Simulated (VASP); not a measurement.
Input of a VASP 6.6.1 run:

The input INCAR:

```
SYSTEM = W
PREC = Accurate ; ENCUT = 350
EDIFF = 1E-7 ; ISMEAR = 0
SIGMA = 0.1 ; LREAL = .FALSE.
LASPH = .TRUE. ; NELM = 100
ALGO = Fast ; ISIF = 2
LWAVE = .FALSE. ; LCHARG = .FALSE.
GGA = PE
```

File KPOINTS:

```
regular mesh
0
G
  18 18 18
  0 0 0
```

POSCAR

```
W                                       
1.0
   -1.5920577161      1.5920577161      1.5920577161
    1.5920577161     -1.5920577161      1.5920577161
    1.5920577161      1.5920577161     -1.5920577161
  W             
     1
Direct
     0.0000000000000000    0.0000000000000000    0.0000000000000000
```

Potentials or basis: VASP PAW PBE potentials, release 64 (W_sv).

Run with:

```bash
$ cat potpaw_PBE.64/W_sv/POTCAR > POTCAR
$ mpirun -np 1 vasp_std > vasp.out
```

Q: Estimate the band gap on the k mesh.

A: None (metal or under the smearing width).

Q: What does it give for the pressure?

A: 0.0 GPa.

The run has no spin-orbit coupling, so splittings on W are missing.
